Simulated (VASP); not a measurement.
# Lattice of Nb3Sn, functional by functional

Which functional gives which lattice for Nb3Sn? The starting structure is a measured crystal structure from the Crystallography Open Database. The first relaxation on each setting starts from this cell expanded by 3 % in volume.

Calculated with VASP 6.6.1; Kohn-Sham DFT with plane waves and PAW; PBEsol, LDA, PBE, PBEsol + D3(BJ), r2SCAN, r2SCAN + rVV10, vdW-DF-cx and PBEsol + D4.

### 1. Set-up

It takes space group Pm-3n (No. 223, cubic). The conventional cell has a = 5.282 Å, b = 5.282 Å, c = 5.282 Å, α = 90.00°, β = 90.00°, γ = 90.00°. Nearest to Sn lie 12 Nb at 2.95 Å. Nearest to Nb lie 2 Nb at 2.64 Å and 4 Sn at 2.95 Å. Farther neighbours are not listed.

Coordinates:

```cif
data_structure
_symmetry_space_group_name_H-M 'P 1'
_symmetry_Int_Tables_number 1
_cell_length_a 5.2821
_cell_length_b 5.2821
_cell_length_c 5.2821
_cell_angle_alpha 90.000
_cell_angle_beta 90.000
_cell_angle_gamma 90.000
_cell_volume 147.37
loop_
_atom_site_label
_atom_site_type_symbol
_atom_site_fract_x
_atom_site_fract_y
_atom_site_fract_z
_atom_site_occupancy
Sn1 Sn 0.50000 0.50000 0.50000 1
Sn2 Sn 0.00000 0.00000 0.00000 1
Nb3 Nb 0.00000 0.50000 0.25000 1
Nb4 Nb 0.00000 0.50000 0.75000 1
Nb5 Nb 0.50000 0.25000 0.00000 1
Nb6 Nb 0.75000 0.00000 0.50000 1
Nb7 Nb 0.50000 0.75000 0.00000 1
Nb8 Nb 0.25000 0.00000 0.50000 1
```

### 2. Relaxation with PBEsol

PBEsol restores the gradient expansion of exchange and is tuned for the cells of solids. This run starts from the cell of an earlier relaxation, which isn't shown; the restart sets up the plane waves anew.

The input, INCAR:

```
SYSTEM = Nb3Sn
PREC = Accurate
ENCUT = 450
EDIFF = 1E-06
NELM = 100
ISMEAR = 1
SIGMA = 0.15
LREAL = .FALSE.
ALGO = Normal
GGA = PS
NBANDS = 65
LASPH = .TRUE.
LORBIT = 11
LWAVE = .FALSE.
LCHARG = .FALSE.
KPAR = 8
IBRION = 2
NSW = 50
ISIF = 3
EDIFFG = -0.006
```

The input, POSCAR:

```
Nb3Sn
1.0
    5.2548442801      0.0000000000      0.0000000000
    0.0000000000      5.2548442801      0.0000000000
    0.0000000000      0.0000000000      5.2548442801
Sn Nb
2 6
Direct
    0.5000000000      0.5000000000      0.5000000000
    0.0000000000      0.0000000000      0.0000000000
    0.0000000000      0.5000000000      0.2500000000
    0.0000000000      0.5000000000      0.7500000000
    0.5000000000      0.2500000000      0.0000000000
    0.7500000000      0.0000000000      0.5000000000
    0.5000000000      0.7500000000      0.0000000000
    0.2500000000      0.0000000000      0.5000000000
```

The input, KPOINTS:

```
Automatic mesh
0
Gamma
6 6 6
0 0 0
```

The projector-augmented-wave data sets are Sn_d and Nb_sv (PBE family, release 64).

Command:

```sh
mpirun -np 8 vasp_std
```

Log:

```text
[banner, memory and clock lines left out]
running    8 mpi-ranks, on    1 nodes
 distrk:  each k-point on    1 cores,    8 groups
 distr:  one band on    1 cores,    1 groups

 POSCAR found type information on POSCAR SnNb
 POSCAR found :  2 types and       8 ions
|                                                                             |
|           W    W    AA    RRRRR   N    N  II  N    N   GGGG   !!!           |
|           W    W   A  A   R    R  NN   N  II  NN   N  G    G  !!!           |
|           W    W  A    A  R    R  N N  N  II  N N  N  G       !!!           |
|           W WW W  AAAAAA  RRRRR   N  N N  II  N  N N  G  GGG   !            |
|           WW  WW  A    A  R   R   N   NN  II  N   NN  G    G                |
|           W    W  A    A  R    R  N    N  II  N    N   GGGG   !!!           |
|                                                                             |
|     For optimal performance we recommend to set                             |
|       NCORE = 2 up to number-of-cores-per-socket                            |
|     NCORE specifies how many cores store one orbital (NPAR=cpu/NCORE).      |
|     This setting can greatly improve the performance of VASP for DFT.       |
|     The default, NCORE=1 might be grossly inefficient on modern             |
|     multi-core architectures or massively parallel machines. Do your        |
|     Unfortunately you need to use the default for GW and RPA                |
|     calculations (for HF NCORE is supported but not extensively tested      |
|     yet).                                                                   |
|                                                                             |

|                                                                             |
|               ----> ADVICE to this user running VASP <----                  |
|                                                                             |
|     You enforced a specific xc type in the INCAR file but a different       |
|     [... a line on the potential file left out ...]
|     I HOPE YOU KNOW WHAT YOU ARE DOING!                                     |
|                                                                             |

 LDA part: xc-table for (Slater+PW92), standard interpolation
 POSCAR, INCAR and KPOINTS ok, starting setup
 FFT: planning ... GRIDC
 FFT: planning ... GRID_SOFT
 FFT: planning ... GRID
 WAVECAR not read
 entering main loop
       N       E                     dE             d eps       ncg     rms          rms(c)
DAV:   1     0.166194132190E+04    0.16619E+04   -0.47062E+04  2713   0.200E+03
DAV:   2     0.186211715367E+03   -0.14757E+04   -0.14390E+04  2600   0.738E+02
DAV:   3    -0.505631068705E+02   -0.23677E+03   -0.22707E+03  3489   0.249E+02
DAV:   4    -0.772362314058E+02   -0.26673E+02   -0.26046E+02  3928   0.758E+01
DAV:   5    -0.793120575552E+02   -0.20758E+01   -0.20622E+01  4712   0.186E+01    0.191E+01
DAV:   6    -0.762589874761E+02    0.30531E+01   -0.89020E+00  3640   0.149E+01    0.620E+00
DAV:   7    -0.759559918993E+02    0.30300E+00   -0.20790E+00  4088   0.677E+00    0.268E+00
DAV:   8    -0.759496460161E+02    0.63459E-02   -0.21536E-01  4248   0.235E+00    0.816E-01
DAV:   9    -0.759505422647E+02   -0.89625E-03   -0.32006E-02  4016   0.979E-01    0.353E-01
DAV:  10    -0.759509523270E+02   -0.41006E-03   -0.53148E-03  3992   0.355E-01    0.497E-02
DAV:  11    -0.759509312469E+02    0.21080E-04   -0.50794E-04  3616   0.130E-01    0.303E-02
DAV:  12    -0.759509224639E+02    0.87830E-05   -0.50632E-05  4536   0.386E-02    0.466E-03
DAV:  13    -0.759509215903E+02    0.87360E-06   -0.29990E-06  2568   0.994E-03
   1 F= -.75950922E+02 E0= -.75944011E+02  d E =-.759509E+02
 curvature:   0.00 expect dE= 0.000E+00 dE for cont linesearch  0.000E+00
 trial: gam= 0.00000 g(F)=  0.149E-48 g(S)=  0.429E-04 ort = 0.000E+00 (trialstep = 0.100E+01)
 search vector abs. value=  0.429E-04
 bond charge predicted
       N       E                     dE             d eps       ncg     rms          rms(c)
DAV:   1    -0.759515605669E+02   -0.63810E-03   -0.23728E-02  3008   0.123E+00    0.170E-01
DAV:   2    -0.759510669824E+02    0.49358E-03   -0.24410E-03  3480   0.370E-01    0.960E-02
DAV:   3    -0.759508796491E+02    0.18733E-03   -0.13703E-03  3944   0.208E-01    0.536E-02
DAV:   4    -0.759508779703E+02    0.16788E-05   -0.16308E-04  3648   0.590E-02    0.200E-02
DAV:   5    -0.759508881359E+02   -0.10166E-04   -0.16329E-05  3728   0.184E-02    0.175E-02
DAV:   6    -0.759508930437E+02   -0.49078E-05   -0.43132E-06  2624   0.892E-03    0.904E-03
DAV:   7    -0.759508980532E+02   -0.50095E-05   -0.51582E-06  2960   0.910E-03    0.208E-03
DAV:   8    -0.759508970072E+02    0.10460E-05   -0.69053E-07  1840   0.636E-03    0.136E-03
DAV:   9    -0.759508972562E+02   -0.24895E-06   -0.27044E-07  1840   0.336E-03
   2 F= -.75950897E+02 E0= -.75943990E+02  d E =0.243341E-04
 trial-energy change:    0.000024  1 .order    0.000022   -0.000043    0.000086
 step:   0.3314(harm=  0.3314)  dis= 0.00000  next Energy=   -75.950929 (dE=-0.710E-05)
 bond charge predicted
       N       E                     dE             d eps       ncg     rms          rms(c)
DAV:   1    -0.759512262877E+02   -0.32928E-03   -0.10636E-02  2976   0.820E-01    0.114E-01
DAV:   2    -0.759510166127E+02    0.20967E-03   -0.11029E-03  3448   0.248E-01    0.644E-02
DAV:   3    -0.759509363335E+02    0.80279E-04   -0.61217E-04  3936   0.139E-01    0.357E-02
DAV:   4    -0.759509305962E+02    0.57374E-05   -0.72739E-05  3640   0.394E-02    0.132E-02
DAV:   5    -0.759509303328E+02    0.26333E-06   -0.62644E-06  2832   0.123E-02
   3 F= -.75950930E+02 E0= -.75944022E+02  d E =-.874255E-05
 curvature:  -0.17 expect dE=-0.337E-07 dE for cont linesearch -0.337E-07
 trial: gam=-0.06416 g(F)=  0.873E-48 g(S)=  0.203E-06 ort = 0.295E-05 (trialstep = 0.866E+00)
 search vector abs. value=  0.107E-08
 reached required accuracy - stopping structural energy minimisation
```

Wall time 51 s (8 MPI ranks of Intel Xeon 6975P-C (Granite Rapids), shared host); peak memory 2.4 GiB; 5.3 min of CPU time.

Lines that name or quote the potential files are left out of all logs, and their timing lines are given in words.

From OUTCAR (step 2):

```text
ion  position               nearest neighbor table
   1  0.500  0.500  0.500-   3 2.94   4 2.94   5 2.94   6 2.94   7 2.94   8 2.94   5 2.94   7 2.94
                             6 2.94   8 2.94   3 2.94   4 2.94
   2  0.000  0.000  0.000-   3 2.94   4 2.94   5 2.94   6 2.94   7 2.94   8 2.94   6 2.94   8 2.94
                             3 2.94   4 2.94   5 2.94   7 2.94
   3  0.000  0.500  0.250-   4 2.63   4 2.63   1 2.94   2 2.94   2 2.94   1 2.94
   4  0.000  0.500  0.750-   3 2.63   3 2.63   1 2.94   2 2.94   2 2.94   1 2.94
   5  0.500  0.250  0.000-   7 2.63   7 2.63   1 2.94   1 2.94   2 2.94   2 2.94
   6  0.750  0.000  0.500-   8 2.63   8 2.63   1 2.94   2 2.94   1 2.94   2 2.94
   7  0.500  0.750  0.000-   5 2.63   5 2.63   1 2.94   1 2.94   2 2.94   2 2.94
   8  0.250  0.000  0.500-   6 2.63   6 2.63   1 2.94   2 2.94   1 2.94   2 2.94

  LATTYP: Found a simple cubic cell.
 ALAT       =     5.2548442801

 Subroutine GETGRP returns: Found 48 space group operations
 (whereof 24 operations were pure point group operations)

The static configuration has the point symmetry T_h .
 The point group associated with its full space group is O_h .

 Found     20 irreducible k-points:

   k-points           NKPTS =     20   k-points in BZ     NKDIM =     20   number of bands    NBANDS=     65

   dimension x,y,z NGX =    36 NGY =   36 NGZ =   36
   dimension x,y,z NGXF=    72 NGYF=   72 NGZF=   72

   ENCUT  =  450.0 eV  33.07 Ry    5.75 a.u.   9.09  9.09  9.09*2*pi/ulx,y,z

   NELECT =     106.0000    total number of electrons

 k-points in reciprocal lattice and weights: Automatic mesh
   0.00000000  0.00000000  0.00000000       0.005
   0.16666667  0.00000000  0.00000000       0.028
   0.33333333  0.00000000  0.00000000       0.028
   0.50000000  0.00000000  0.00000000       0.014
   0.16666667  0.16666667  0.00000000       0.056
   0.33333333  0.16666667  0.00000000       0.111
   0.50000000  0.16666667  0.00000000       0.056
   0.33333333  0.33333333  0.00000000       0.056
   0.50000000  0.33333333  0.00000000       0.056
[...]
0.50000000  0.50000000  0.33333333       0.028
   0.50000000  0.50000000  0.50000000       0.005

 average (electrostatic) potential at core
       1 -94.5056       2 -94.5056       3 -76.3563       4 -76.3563       5 -76.3563
       6 -76.3563       7 -76.3563       8 -76.3563

 E-fermi :  11.5296

 k-point     1 :       0.0000    0.0000    0.0000
  band No.  band energies     occupation
    ...
     50      10.9758      2.00000
     51      10.9758      2.00000
     52      10.9758      2.00000
     53      11.4675      1.63851
     54      11.4675      1.63851
     55      13.9611     -0.00000
     56      13.9611     -0.00000
     57      13.9611     -0.00000
     58      14.0716     -0.00000
     59      15.1007      0.00000
    ...

 k-point     2 :       0.1667    0.0000    0.0000
  band No.  band energies     occupation
    ...
     50      10.9556      2.00000
     51      11.0288      2.00002
     52      11.0288      2.00002
     53      11.5261      1.03878
     54      11.5350      0.93947
     55      13.6922     -0.00000
     56      13.8584     -0.00000
     57      13.8584     -0.00000
     58      14.4495     -0.00000
     59      14.7431      0.00000
    ...

 k-point     3 :       0.3333    0.0000    0.0000
  band No.  band energies     occupation
    ...
     50      10.8655      2.00000
     51      10.8752      2.00000
     52      10.8752      2.00000
     53      11.4213      1.93449
     54      11.5044      1.27926
     55      12.8570     -0.00000
     56      13.7346     -0.00000
     57      13.7346     -0.00000
     58      14.3885     -0.00000
     59      14.4088     -0.00000
    ...

  Total       -0.0033537     -0.0033537     -0.0033537      0.0000000     -0.0000000      0.0000000
  in kB       -0.0370408     -0.0370408     -0.0370408      0.0000000     -0.0000000      0.0000000
  external PRESSURE =      -0.0370408 kB  Pullay stress =       0.0000000 kB

  energy-cutoff  :      450.00
  volume of cell :      145.06
      direct lattice vectors                 reciprocal lattice vectors
     5.254333211 -0.000000000 -0.000000000     0.190319106 -0.000000000  0.000000000
     0.000000000  5.254333211 -0.000000000     0.000000000  0.190319106  0.000000000
    -0.000000000 -0.000000000  5.254333211     0.000000000  0.000000000  0.190319106

 POSITION                                       TOTAL-FORCE (eV/Angst)
 -----------------------------------------------------------------------------------
      2.62717      2.62717      2.62717        -0.000000      0.000000     -0.000000
      0.00000      0.00000      0.00000        -0.000000      0.000000     -0.000000
      0.00000      2.62717      1.31358         0.000000      0.000000     -0.000000
      0.00000      2.62717      3.94075        -0.000000     -0.000000      0.000000
      2.62717      1.31358     -0.00000         0.000000     -0.000000      0.000000
      3.94075     -0.00000      2.62717         0.000000      0.000000     -0.000000
      2.62717      3.94075     -0.00000         0.000000      0.000000      0.000000
      1.31358     -0.00000      2.62717        -0.000000     -0.000000      0.000000
 -----------------------------------------------------------------------------------
    total drift:                                0.000000      0.000000     -0.000000

  FREE ENERGIE OF THE ION-ELECTRON SYSTEM (eV)
  ---------------------------------------------------
  free  energy   TOTEN  =       -75.9509303328 eV

  energy  without entropy=      -75.9302046855  energy(sigma->0) =      -75.94402178

 reached required accuracy - stopping structural energy minimisation

 total charge
# of ion       s       p       d       tot
------------------------------------------
    1        1.088   1.479  10.063  12.630
    2        1.088   1.479  10.063  12.630
    3        2.188   6.001   2.536  10.725
    4        2.188   6.001   2.536  10.725
    5        2.188   6.001   2.536  10.725
    6        2.188   6.001   2.536  10.725
    7        2.188   6.001   2.536  10.725
    8        2.188   6.001   2.536  10.725
--------------------------------------------------
tot         15.302  38.965  35.343  89.610

[... 3 further parts left out ...]
```

CONTCAR:

```
Nb3Sn
   1.00000000000000
     5.2543332109444219   -0.0000000000000000   -0.0000000000000000
     0.0000000000000000    5.2543332109444219   -0.0000000000000000
    -0.0000000000000000   -0.0000000000000000    5.2543332109444219
  Sn              Nb
     2     6
Direct
     0.5000000000000000    0.5000000000000000    0.5000000000000000
     0.0000000000000000    0.0000000000000000    0.0000000000000000
     0.0000000000000000    0.5000000000000000    0.2500000000000000
     0.0000000000000000    0.5000000000000000    0.7500000000000000
     0.5000000000000000    0.2500000000000000    0.0000000000000000
     0.7500000000000000    0.0000000000000000    0.5000000000000000
     0.5000000000000000    0.7500000000000000    0.0000000000000000
     0.2500000000000000    0.0000000000000000    0.5000000000000000
```

The PAW data sets were made with PBE, which is usual practice but a small mismatch for other functionals. The run keeps the 48 symmetry operations of its start, so it cannot find a distortion of lower symmetry.

With PBEsol the relaxed cell holds 18.133 Å³ an atom, -1.57 % against the measured cell, with a = 5.254 Å.

### 3. Relaxation with LDA

LDA, the lowest rung, knows the local density alone. This run starts from the cell of an earlier relaxation, which isn't shown; the restart sets up the plane waves anew.

Changes to INCAR since step 2:

```diff
@@ -9,3 +9,3 @@
 ALGO = Normal
-GGA = PS
+GGA = CA
 NBANDS = 65
```

Changes to POSCAR since step 2:

```diff
@@ -2,5 +2,5 @@
 1.0
-    5.2548442801      0.0000000000      0.0000000000
-    0.0000000000      5.2548442801      0.0000000000
-    0.0000000000      0.0000000000      5.2548442801
+    5.2197435256      0.0000000000      0.0000000000
+    0.0000000000      5.2197435256      0.0000000000
+    0.0000000000      0.0000000000      5.2197435256
 Sn Nb
```

KPOINTS is that of step 2.

Potentials, in the order of the species: Sn_d and Nb_sv (LDA family, release 64).

Command:

```sh
mpirun -np 8 vasp_std
```

Log:

```text
[banner, memory and clock lines left out]
running    8 mpi-ranks, on    1 nodes
[...]
[... a notice as in an earlier step ...]

 LDA part: xc-table for (Slater(with rela. corr.)+CA(PZ))
 , standard interpolation
 POSCAR, INCAR and KPOINTS ok, starting setup
[...]
entering main loop
       N       E                     dE             d eps       ncg     rms          rms(c)
DAV:   1     0.174429048689E+04    0.17443E+04   -0.46542E+04  2744   0.201E+03
DAV:   2     0.179744494473E+03   -0.15645E+04   -0.15287E+04  2824   0.807E+02
DAV:   3    -0.499871466220E+02   -0.22973E+03   -0.22034E+03  3523   0.258E+02
DAV:   4    -0.789302907164E+02   -0.28943E+02   -0.28137E+02  4072   0.818E+01
[...]
DAV:  11    -0.782438357110E+02    0.24936E-04   -0.47189E-04  4256   0.129E-01    0.243E-02
DAV:  12    -0.782438334220E+02    0.22890E-05   -0.41287E-05  4264   0.349E-02    0.768E-03
DAV:  13    -0.782438332144E+02    0.20764E-06   -0.44591E-06  2768   0.132E-02
   1 F= -.78243833E+02 E0= -.78237015E+02  d E =-.782438E+02
[...]
DAV:   6    -0.782437977023E+02   -0.33224E-05   -0.89818E-06  3360   0.117E-02    0.810E-03
DAV:   7    -0.782437985177E+02   -0.81539E-06   -0.26126E-06  2392   0.824E-03
   2 F= -.78243799E+02 E0= -.78236990E+02  d E =0.346967E-04
 trial-energy change:    0.000035  1 .order    0.000032   -0.000062    0.000126
 step:   0.3285(harm=  0.3285)  dis= 0.00000  next Energy=   -78.243843 (dE=-0.102E-04)
[...]
N       E                     dE             d eps       ncg     rms          rms(c)
DAV:   1    -0.782442539670E+02   -0.45626E-03   -0.15731E-02  2976   0.106E+00    0.143E-01
DAV:   2    -0.782439675772E+02    0.28639E-03   -0.16386E-03  3576   0.323E-01    0.792E-02
DAV:   3    -0.782438388292E+02    0.12875E-03   -0.87060E-04  3984   0.183E-01    0.480E-02
DAV:   4    -0.782438370050E+02    0.18242E-05   -0.10502E-04  3728   0.536E-02    0.183E-02
DAV:   5    -0.782438404514E+02   -0.34465E-05   -0.12371E-05  3264   0.177E-02    0.133E-02
DAV:   6    -0.782438419473E+02   -0.14958E-05   -0.45040E-06  2792   0.873E-03    0.496E-03
DAV:   7    -0.782438422352E+02   -0.28792E-06   -0.81034E-07  1864   0.629E-03
   3 F= -.78243842E+02 E0= -.78237027E+02  d E =-.902079E-05
[...]
reached required accuracy - stopping structural energy minimisation
```

Wall time 34 s (8 MPI ranks); peak memory 2.2 GiB.

Parts of OUTCAR (step 3):

```text
  Total       -0.0009700     -0.0009700     -0.0009700     -0.0000000     -0.0000000      0.0000000
  in kB       -0.0109314     -0.0109314     -0.0109314     -0.0000000     -0.0000000      0.0000000
  external PRESSURE =      -0.0109314 kB  Pullay stress =       0.0000000 kB

 POSITION                                       TOTAL-FORCE (eV/Angst)
 -----------------------------------------------------------------------------------
      2.60957      2.60957      2.60957        -0.000000     -0.000000     -0.000000
      0.00000      0.00000      0.00000        -0.000000     -0.000000     -0.000000
      0.00000      2.60957      1.30478         0.000000      0.000000     -0.000000
      5.21914      2.60957      3.91435        -0.000000      0.000000      0.000000
      2.60957      1.30478      0.00000         0.000000     -0.000000     -0.000000
      3.91435      0.00000      2.60957        -0.000000     -0.000000      0.000000
      2.60957      3.91435      0.00000         0.000000     -0.000000      0.000000
      1.30478      0.00000      2.60957         0.000000     -0.000000      0.000000
 -----------------------------------------------------------------------------------
    total drift:                                0.000000      0.000000      0.000000

  FREE ENERGIE OF THE ION-ELECTRON SYSTEM (eV)
  ---------------------------------------------------
  free  energy   TOTEN  =       -78.2438422352 eV

  energy  without entropy=      -78.2233956451  energy(sigma->0) =      -78.23702671

[... 2 parts as in an earlier step ...]

[... 2 further parts left out ...]
[key lines of the parts left out:]
E-fermi :  11.7601
```

With LDA the relaxed cell holds 17.771 Å³ an atom, -3.53 % against the measured cell, with a = 5.219 Å. That is -2.00 % from PBEsol.

[end of part 1 of 3]

[Lines on the potential files, build, host, timing and source positions are cut from VASP's logs without a mark.]

[Logs are printed without paths, hosts, clocks, repeated set-up lines and the standing remarks that a program may print on its own settings, such as how far it seeks lower states.]

[Hosts, paths, dates, database ids (printed as entryN), source tags and the programs' standing remarks are cut or masked in the printed files.]
